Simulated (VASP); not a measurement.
The system is Sn.

```
Sn
1.0
    -2.91615    2.91615    1.59115
     2.91615   -2.91615    1.59115
     2.91615    2.91615   -1.59115
Sn
2
Direct
  0.00000 0.00000 0.00000
  0.75000 0.25000 0.50000
```

```yaml
Program: VASP 6.6.1
Task: relaxation of cell and atoms
Functional: PBEsol
Potentials_or_basis: VASP PAW PBE potentials, release 64 (Sn_d)
Cutoff: 600 eV
k_mesh: 6 × 6 × 6
Occupations: gaussian, width 0.1 eV
Spin: no spin polarisation
```

At the start: pressure -0.4 GPa; volume 27.06 Å³/atom.

Q: Where does the relaxation end?

A: Over 5 steps the energy falls by 2.5 meV/atom and the volume is 26.82 Å³/atom (-0.9 %); space group I4_1/amd (No. 141, to 0.05 Å).

Step by step:
| step | energy change (eV) | largest force (eV/Å) | pressure (GPa) | volume (Å³) |
| --- | --- | --- | --- | --- |
| 1 | 0.0000 | 0.0000 | -0.42 | 54.12 |
| 2 | -0.0049 | 0.0000 | 0.09 | 53.56 |
| 3 | -0.0050 | 0.0000 | 0.14 | 53.52 |
| 4 | -0.0050 | 0.0000 | -0.05 | 53.69 |
| 5 | -0.0050 | 0.0000 | 0.00 | 53.65 |

Final structure:
```cif
data_structure
_symmetry_space_group_name_H-M 'P 1'
_symmetry_Int_Tables_number 1
_cell_length_a 4.4245
_cell_length_b 4.4245
_cell_length_c 4.4245
_cell_angle_alpha 97.202
_cell_angle_beta 97.202
_cell_angle_gamma 138.527
_cell_volume 53.65
loop_
_atom_site_label
_atom_site_type_symbol
_atom_site_fract_x
_atom_site_fract_y
_atom_site_fract_z
_atom_site_occupancy
Sn1 Sn 0.00000 0.00000 0.00000 1
Sn2 Sn 0.75000 0.25000 0.50000 1
```

Caveat: the k mesh is coarse (spacing up to 0.37 Å⁻¹), so the values aren't converged; the PAW data sets were made with another functional, which shifts forces and pressure a little.
